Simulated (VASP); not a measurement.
Output of a VASP run:

File OSZICAR:
```
       N       E                     dE             d eps       ncg     rms          rms(c)
DAV:   1     0.127139927729E+03    0.12714E+03   -0.92916E+03  1568   0.165E+03
DAV:   2    -0.247911979284E+02   -0.15193E+03   -0.14937E+03  1574   0.393E+02
DAV:   3    -0.337501401032E+02   -0.89589E+01   -0.88908E+01  2428   0.106E+02
DAV:   4    -0.340064917064E+02   -0.25635E+00   -0.25392E+00  1918   0.148E+01
DAV:   5    -0.340166682531E+02   -0.10177E-01   -0.10176E-01  2292   0.264E+00    0.162E+01
DAV:   6    -0.291491790894E+02    0.48675E+01   -0.39261E+01  1862   0.102E+02    0.137E+01
DAV:   7    -0.274101163585E+02    0.17391E+01   -0.23245E+01  2384   0.587E+01    0.116E+01
DAV:   8    -0.267274174372E+02    0.68270E+00   -0.61661E+00  2358   0.275E+01    0.215E+00
DAV:   9    -0.266979253803E+02    0.29492E-01   -0.26531E-01  1836   0.576E+00    0.185E+00
DAV:  10    -0.266711031117E+02    0.26822E-01   -0.34930E-01  1896   0.868E+00    0.898E-01
DAV:  11    -0.266925849075E+02   -0.21482E-01   -0.76105E-02  1640   0.376E+00    0.230E-01
DAV:  12    -0.267037405768E+02   -0.11156E-01   -0.20986E-02  1760   0.175E+00    0.973E-02
DAV:  13    -0.267025910236E+02    0.11496E-02   -0.38343E-03  2104   0.657E-01    0.971E-02
DAV:  14    -0.267035426441E+02   -0.95162E-03   -0.78976E-04  1864   0.305E-01    0.377E-02
DAV:  15    -0.267038641128E+02   -0.32147E-03   -0.37060E-04  1674   0.226E-01    0.144E-02
DAV:  16    -0.267038632262E+02    0.88661E-06   -0.56515E-05  2282   0.893E-02    0.197E-02
DAV:  17    -0.267038636682E+02   -0.44196E-06   -0.36135E-06  1790   0.285E-02    0.108E-02
DAV:  18    -0.267038674198E+02   -0.37516E-05   -0.47513E-06  1868   0.276E-02    0.396E-03
DAV:  19    -0.267038675596E+02   -0.13977E-06   -0.74532E-07  2248   0.101E-02    0.170E-03
DAV:  20    -0.267038676427E+02   -0.83114E-07   -0.42287E-08  1736   0.277E-03    0.140E-03
DAV:  21    -0.267038677913E+02   -0.14853E-06   -0.91070E-08  1910   0.406E-03    0.122E-04
DAV:  22    -0.267038677870E+02    0.42114E-08   -0.60815E-09   850   0.967E-04
   1 F= -.26703868E+02 E0= -.26703733E+02  d E =-.267039E+02
```

File OUTCAR:
```
------------------------ aborting loop because EDIFF is reached ----------------------------------------
  FORCE on cell =-STRESS in cart. coord.  units (eV):
  Direction    XX          YY          ZZ          XY          YZ          ZX
  --------------------------------------------------------------------------------------
  Total        0.0139403      0.0139403      0.0139403     -0.0000000     -0.0000000      0.0000000
  in kB        0.8702688      0.8702688      0.8702688     -0.0000000     -0.0000000      0.0000000
  external PRESSURE =       0.8702688 kB  Pullay stress =       0.0000000 kB
  volume of cell :       25.66
      direct lattice vectors                 reciprocal lattice vectors
     2.949688044  0.000000000  0.000000000     0.339018901  0.000000000  0.000000000
     0.000000000  2.949688044  0.000000000     0.000000000  0.339018901  0.000000000
     0.000000000  0.000000000  2.949688044     0.000000000  0.000000000  0.339018901
 POSITION                                       TOTAL-FORCE (eV/Angst)
 -----------------------------------------------------------------------------------
      0.00000      0.00000      0.00000         0.000000      0.000000      0.000000
      1.47484      1.47484      1.47484         0.000000      0.000000      0.000000
 -----------------------------------------------------------------------------------
    total drift:                               -0.000000      0.000000      0.000000
  FREE ENERGIE OF THE ION-ELECTRON SYSTEM (eV)
  ---------------------------------------------------
  free  energy   TOTEN  =       -26.7038677870 eV

  energy  without entropy=      -26.7034640268  energy(sigma->0) =      -26.70373320

 reached required accuracy - stopping structural energy minimisation
```
(Selected blocks of OUTCAR.)

POSCAR:
```
TiCo
1
    2.9496880437     0.0000000000    -0.0000000000
   -0.0000000000     2.9496880437     0.0000000000
    0.0000000000     0.0000000000     2.9496880437
Ti Co
1 1
Direct
  0.0000000000   0.0000000000   0.0000000000
  0.5000000000   0.5000000000   0.5000000000
```

Problem. Reconstruct the remaining input files.

Solution. One answer among several that fit: the input of the run itself, r2SCAN meta-GGA, plane waves, VASP's PBE PAW potentials (set 64).

### KPOINTS
```
Automatic mesh
0
G
  11 11 11
0 0 0
```

### INCAR
```
ALGO = Normal
EDIFF = 1E-8
EDIFFG = -0.001
ENCUT = 400
IBRION = 1
ISIF = 2
ISMEAR = 1
LASPH = T
LCHARG = F
LMAXMIX = 4
LMIXTAU = T
LREAL = F
LWAVE = F
METAGGA = R2SCAN
NELM = 100
NSW = 30
PREC = Accurate
SIGMA = 0.1
SYSTEM = TiCo
```

POTCAR, in this order: Ti_sv Co (PBE.64 set). Program: vasp_std.

The compound is TiCo in the CsCl type structure. It was relaxed first. The start is the result of an earlier pass. The run is not spin-polarised, so no magnetic state was tried. The electron count is odd and the run is not spin-polarised, which forces a metal.
